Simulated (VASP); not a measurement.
Write the native input for VASP 6.6.1 that does the following.

- Task: single point
- Functional: r2SCAN
- Potentials or basis: VASP PAW PBE potentials, release 64 (Hf_pv, B)
- Cutoff: 520 eV
- k mesh: 12 × 12 × 12
- Occupations: fermi-dirac, width 0.05 eV
- Spin: no spin polarisation
- Dipole correction: no
- Further INCAR settings: ALGO = Normal; EDIFF = 1e-06; NBANDS = 14

HfB:

```xyz
2
Lattice="0.0000 2.4121 2.4121 2.4121 0.0000 2.4121 2.4121 2.4121 0.0000" Properties=species:S:1:pos:R:3 pbc="T T T"
Hf    2.4121    2.4121    2.4121
B     0.0000    0.0000    0.0000
```

The cell isn't the ideal one: cell and atoms relaxed from 0.94 times the given volume, LAPW in place of PAW files.

One way to write it, as run:

POSCAR

```
HfB
1.0
    0.0000000000      2.4120959225      2.4120959225
    2.4120959225      0.0000000000      2.4120959225
    2.4120959225      2.4120959225      0.0000000000
Hf B
1 1
Direct
    0.5000000000      0.5000000000      0.5000000000
    0.0000000000      0.0000000000      0.0000000000
```

INCAR.step1

```
SYSTEM = HfB
PREC     = Accurate       ! precision mode
ENCUT    = 520            ! plane-wave cutoff, eV
ISMEAR   = -1             ! smearing method
SIGMA    = 0.05           ! smearing width, eV
LREAL    = .False.        ! projectors in reciprocal space
LASPH    = .True.         ! aspherical terms in the spheres
NELM     = 100            ! most SCF steps
NBANDS   = 14             ! bands
GGA      = PE             ! functional
ALGO     = Normal         ! electronic algorithm
EDIFF    = 1E-4           ! SCF threshold, eV
LWAVE    = .True.         ! write WAVECAR
LCHARG   = .False.        ! write CHGCAR
```

INCAR.step2

```
SYSTEM = HfB
PREC     = Accurate       ! precision mode
ENCUT    = 520            ! plane-wave cutoff, eV
EDIFF    = 1E-6           ! SCF threshold, eV
ISMEAR   = -1             ! smearing method
SIGMA    = 0.05           ! smearing width, eV
LREAL    = .False.        ! projectors in reciprocal space
LASPH    = .True.         ! aspherical terms in the spheres
NELM     = 100            ! most SCF steps
ALGO     = Normal         ! electronic algorithm
ISIF     = 2              ! what is computed and relaxed
LWAVE    = .False.        ! write WAVECAR
LCHARG   = .False.        ! write CHGCAR
METAGGA  = R2SCAN         ! meta-GGA
LMIXTAU  = .True.       
NBANDS   = 14             ! bands
ISTART   = 1
```

KPOINTS

```
regular mesh
0
Gamma
  12 12 12
  0 0 0
```

Potentials or basis: VASP PAW PBE potentials, release 64 (Hf_pv, B).

Launch:

```sh
$ cat potpaw_PBE.64/Hf_pv/POTCAR potpaw_PBE.64/B/POTCAR > POTCAR
$ cp INCAR.step1 INCAR
$ mpirun -np 1 vasp_std > vasp.out
$ cp INCAR.step2 INCAR
$ mpirun -np 1 vasp_std > vasp.out
```

Results of the run:

The pressure is -0.2 GPa and the band gap on the k mesh is none (metal or under the smearing width).

Caveat: the PAW data sets were made with another functional, which shifts forces and pressure a little.

Run time: 78 s on 1 thread of Intel(R) Xeon(R) 6975P-C (Granite Rapids) (shared host), peak memory 0.18 GiB.
